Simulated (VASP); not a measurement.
Crystal: Na3AlO3.

```
Na Al O
1.0
     5.50730   -0.00924   -0.03580
     2.14035    5.43047    0.03268
     0.26580    1.33630    6.40549
Na Al O
6 2 6
Cartesian
  1.7965 4.5439 3.5162
  6.0378 1.9850 2.6690
  1.0756 2.6211 6.0693
  6.7916 4.0894 0.5382
  4.6556 4.6653 2.2737
  3.3957 2.0064 4.0658
  3.7004 2.1599 1.0322
  4.2039 4.6099 5.3008
  2.6915 2.9511 2.3761
  4.4440 0.6772 1.7925
  4.9600 3.4216 0.3518
  3.6533 6.0118 4.4931
  5.2481 4.0795 4.1820
  3.0585 3.4657 5.9817
```

The cell was built by a generator and needn't be a form met in nature.

```yaml
Program: VASP 6.6.1
Task: relaxation of cell and atoms
Functional: PBE
Potentials_or_basis: VASP PAW PBE potentials, release 64 (Na_pv, Al, O)
Cutoff: 520 eV
k_mesh: 4 × 3 × 3
Occupations: gaussian, width 0.05 eV
Spin: no spin polarisation
```

At the start: pressure 6.5 GPa; volume 13.67 Å³/atom.

**Question.** How do energy, volume and symmetry change on relaxing?

**Answer.** Over 32 steps the energy falls by 161.7 meV/atom and the volume is 14.02 Å³/atom (+2.5 %); space group P-1 (No. 2, to 0.05 Å).

Step by step:
```tsv
step	energy change (eV)	largest force (eV/Å)	pressure (GPa)	volume (Å³)
1	0.0000	5.2135	6.45	191.41
2	-1.2582	3.0143	-2.80	207.03
3	-1.5064	2.2219	-1.14	201.87
4	-1.9244	0.9460	-1.02	201.53
5	-1.9297	1.0568	-1.03	201.49
6	-2.1066	0.8468	-0.44	198.78
7	-2.1112	1.0973	-0.22	198.25
8	-2.2083	0.4756	0.09	195.97
9	-2.2083	0.4732	0.12	195.97
10	-2.2300	0.4452	-0.09	195.86
11	-2.2301	0.4797	-0.05	195.85
12	-2.2472	0.2035	0.02	195.66
13	-2.2476	0.2409	0.05	195.62
14	-2.2534	0.1531	0.13	195.67
15	-2.2535	0.1708	0.13	195.68
16	-2.2564	0.1122	-0.03	196.05
17	-2.2565	0.1218	0.06	196.06
18	-2.2587	0.0815	-0.16	196.45
19	-2.2589	0.1002	-0.13	196.58
20	-2.2587	0.1435	-0.27	196.82
21	-2.2590	0.1071	-0.23	196.63
22	-2.2605	0.0858	0.05	196.33
23	-2.2605	0.0898	-0.03	196.32
24	-2.2614	0.0765	0.00	196.12
25	-2.2615	0.1068	0.05	196.08
26	-2.2621	0.0597	0.03	196.03
27	-2.2622	0.0521	0.02	196.02
28	-2.2622	0.0616	0.00	195.99
29	-2.2623	0.0503	0.04	196.01
30	-2.2627	0.0491	0.05	196.07
31	-2.2629	0.0642	0.04	196.13
32	-2.2632	0.0285	0.05	196.28
```

Final structure:
```yaml
crystal:
  lattice:
    - [5.59051, 0.00977, -0.00943]
    - [2.18904, 5.42342, -0.00366]
    - [0.30600, 1.27702, 6.47765]
  atoms:
    - { symbol: Na, position: [0.01710, 0.73459, 0.54976] }
    - { symbol: Na, position: [0.99157, 0.26416, 0.44689] }
    - { symbol: Na, position: [0.03002, 0.25734, 0.91219] }
    - { symbol: Na, position: [0.97844, 0.73935, 0.08610] }
    - { symbol: Na, position: [0.51078, 0.79627, 0.35221] }
    - { symbol: Na, position: [0.49641, 0.20709, 0.64547] }
    - { symbol: Al, position: [0.51656, 0.35632, 0.17554] }
    - { symbol: Al, position: [0.49183, 0.64547, 0.81995] }
    - { symbol: O, position: [0.27493, 0.46491, 0.35093] }
    - { symbol: O, position: [0.76906, 0.06837, 0.27396] }
    - { symbol: O, position: [0.64763, 0.59941, 0.07030] }
    - { symbol: O, position: [0.24208, 0.93335, 0.71767] }
    - { symbol: O, position: [0.73396, 0.53264, 0.64613] }
    - { symbol: O, position: [0.35714, 0.40468, 0.92601] }
```
